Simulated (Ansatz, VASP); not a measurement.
**HfMg3 in VASP and in Ansatz**

INCAR

```
SYSTEM = HfMg3
PREC     = Accurate       ! precision mode
ENCUT    = 520            ! plane-wave cutoff, eV
EDIFF    = 1E-7           ! SCF threshold, eV
ISMEAR   = 0              ! smearing method
SIGMA    = 0.1            ! smearing width, eV
LREAL    = .FALSE.        ! projectors in reciprocal space
LASPH    = .TRUE.         ! aspherical terms in the spheres
NELM     = 60             ! most SCF steps
ALGO     = Normal         ! electronic algorithm
ISIF     = 2              ! what is computed and relaxed
LWAVE    = .FALSE.        ! write WAVECAR
LCHARG   = .FALSE.        ! write CHGCAR
GGA      = CA             ! functional
NBANDS   = 16             ! bands
```

Contents of KPOINTS:

```
Automatic mesh
0
G
  4 4 4
  0 0 0
```

The input POSCAR:

```
HfMg3
1.0
   -2.2263530000      2.2263530000      4.4846200000
    2.2263530000     -2.2263530000      4.4846200000
    2.2263530000      2.2263530000     -4.4846200000
Mg Hf
3 1
Direct
    0.5000000000      0.5000000000      0.0000000000
    0.2500000000      0.7500000000      0.5000000000
    0.7500000000      0.2500000000      0.5000000000
    0.0000000000      0.0000000000      0.0000000000
```

Input for Ansatz:

```yaml
crystal:
  lattice:
    - [-2.226353, 2.226353, 4.48462]
    - [2.226353, -2.226353, 4.48462]
    - [2.226353, 2.226353, -4.48462]
  atoms:
    - { symbol: Mg, position: [0.5, 0.5, 0.0] }
    - { symbol: Mg, position: [0.25, 0.75, 0.5] }
    - { symbol: Mg, position: [0.75, 0.25, 0.5] }
    - { symbol: Hf, position: [0.0, 0.0, 0.0] }
basis:
  ecutwfc: 420
kpoints:
  mp_grid: { grid: [4, 4, 4] }
hamiltonian:
  xc: lda
scf:
  occupations: { method: gaussian, width: 0.1 }
output:
  forces: true
  stress: true
  eigenvalues: true
```

Alike in both runs: task single point; functional LDA; k mesh 4 × 4 × 4; occupations gaussian, width 0.1 eV; no spin polarisation.

|  | VASP | Ansatz |
| --- | --- | --- |
| version | VASP 6.6.1 | Ansatz 0.2.0 |
| potentials or method | VASP PAW LDA potentials, release 64 (Mg, Hf_pv) | scalar-relativistic, plane waves, PAW |
| plane-wave cutoff (eV) | 520 | 420 |
| valence electrons in the cell | 16 | 56 |

Ansatz gave:

```
gap on the k mesh at the Fermi level (eV)       : none
pressure (GPa)                                  : -3.7
largest component of the traceless stress (GPa) : 1.78
```

Q: What did VASP give for the same quantities?

A: gap on the k mesh at the Fermi level (eV): none; pressure (GPa): -4.0; largest component of the traceless stress (GPa): 1.85.

A gap of «none» marks a metal or a gap that the smearing closes. The two sets of potentials don't hold the same shells in valence.

Caveats: the k mesh is coarse (spacing up to 0.50 Å⁻¹), so the values aren't converged. Spin-orbit coupling is left out, which matters for the levels of Hf.
